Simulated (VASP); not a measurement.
## BN: energy against strain

BN (layered hexagonal, P6_3/mmc, 9.272 Å³/atom and stress up to 0.13 GPa in the relaxed cell, c along z) under an equal strain ε along x and y, with z held. PBEsol in VASP (plane waves, PAW), 600 eV, 18×18×6 Γ-centred mesh, Gaussian smearing 0.05 eV; ions are relaxed, or left where forces stay under 0.02 eV/Å, within the symmetry of each cell.

Here s stands for strain and y for E less E0.

```
strain (%)  E less E0 (meV/atom)
----------  --------------------
-3.00                          ?
-1.50                      14.74
-1.00                       6.58
-0.50                       1.70
0.00                        0.00
0.50                        1.34
1.00                        5.62
1.50                       12.71
```

Q: Using a parabola, estimate the missing y at s = -3.00 from the other rows, showing the fit.

A: Least squares gives y = -0.003 - 0.5979·s + 6.1014·s². Residuals (row less fit): 0.118, -0.116, -0.121, 0.003, 0.117, 0.120, -0.118; standard error 0.145 (degrees of freedom: 4). Twice the quadratic coefficient over the volume, 2 × 6.1014 meV × 10⁴ × 0.1602 / 9.272 Å³, is the elastic constants 2(C11 + C12) = 2109 ± 22 GPa (± standard error of the fit, which holds the terms cut off). At the withheld row, y = -0.003 - 0.5979 × (-3.0) + 6.1014 × (-3.0)² = 56.703 meV/atom. The calculation gives 60.24 meV/atom, 3.537 meV/atom above the prediction (5.9 % of the range of y in the table). The row lies outside the fitted rows, so this is an extrapolation. From the scatter of the fitted rows alone, a prediction at this place has a standard error of 0.554 meV/atom, so the miss is 6.4 times that.

A polynomial of degree 3 through the 12 other runs of the series gives 60.14 there, so most of the miss is curvature that the fit leaves out. For BN: without a dispersion term in the relaxation, distances and binding between the weakly bound layers, chains or molecules are unreliable, and so is what depends on them. Rows are the converged runs of the series near zero and its far end, less any whose ions stayed unrelaxed beside relaxed ones; series whose fitted rows scatter by over a few per cent of the range, as at a crossing or softening among them, aren't shown in this form. Most that stay on the fit to the last digits aren't either.
